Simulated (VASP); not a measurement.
Given:

```
CELL_PARAMETERS angstrom
     -1.86518     1.86518     4.15457
      1.86518    -1.86518     4.15457
      1.86518     1.86518    -4.15457
ATOMIC_POSITIONS crystal
  Pt 0.50000 0.50000 0.00000
  Pt 0.75000 0.25000 0.50000
  Pt 0.25000 0.75000 0.50000
  Tc 0.00000 0.00000 0.00000
```

Calculation: PBEsol GGA, VASP's PBE PAW potentials (set 64) (plane waves; VASP). Run with 300 eV cut-off, 7×7×7 Γ-centred mesh, Gaussian smearing of 0.050 eV, potentials Pt Tc_pv.

At this cut-off the stress carries a Pulay error, which pulls relaxed volumes low.

### Question
The ions, cell shape and volume are relaxed. Which structure does the run end with?

### Answer

```
CELL_PARAMETERS angstrom
     -1.92643     1.92643     3.92757
      1.92643    -1.92643     3.92757
      1.92643     1.92643    -3.92757
ATOMIC_POSITIONS crystal
  Pt 0.50000 0.50000 0.00000
  Pt 0.75000 0.25000 0.50000
  Pt 0.25000 0.75000 0.50000
  Tc 0.00000 0.00000 0.00000
```
Space group I4/mmm (139), at a tolerance of 0.03 Å.

### Question
How do energy and volume change from the first to the last step?

### Answer
The energy (σ→0) changes by -64.0 meV/atom and the volume by +0.8 %, in 12 ionic steps.

| step | E(σ→0) (eV) | max force (eV/Å) | pressure (GPa) | volume (Å³) |
|---|---|---|---|---|
| 1 | -32.4203 | 0.000 | 4.75 | 57.81 |
| 2 | -32.5326 | 0.000 | -14.02 | 61.25 |
| 3 | -32.6164 | 0.000 | -7.58 | 59.87 |
| 4 | -32.4976 | 0.000 | 15.30 | 55.88 |
| 5 | -32.6760 | 0.000 | -0.55 | 58.41 |
| 6 | -32.6761 | 0.000 | -0.26 | 58.35 |
| 7 | -32.6761 | 0.000 | -0.08 | 58.32 |
| 8 | -32.6762 | 0.000 | 0.18 | 58.27 |
| 9 | -32.6762 | 0.000 | 0.14 | 58.28 |
| 10 | -32.6762 | 0.000 | -0.09 | 58.33 |
| 11 | -32.6762 | 0.000 | -0.06 | 58.32 |
| 12 | -32.6762 | 0.000 | 0.01 | 58.30 |

The structure was generated: TcPt3 was put into an ordered model structure, which need not be its known phase. This run relaxes it. Symmetry was kept, so distortions that lower it aren't found. The k-mesh is coarse (spacing up to 0.33 per Å, 2π included), so the numbers may not be converged in it. The run is one of a series of settings (EDIFFG = -0.01, IBRION = 2, ISIF = 3, NSW = 50 against the base run), some of them coarse on purpose. The electron count is odd and the run is not spin-polarised, which forces a metal.
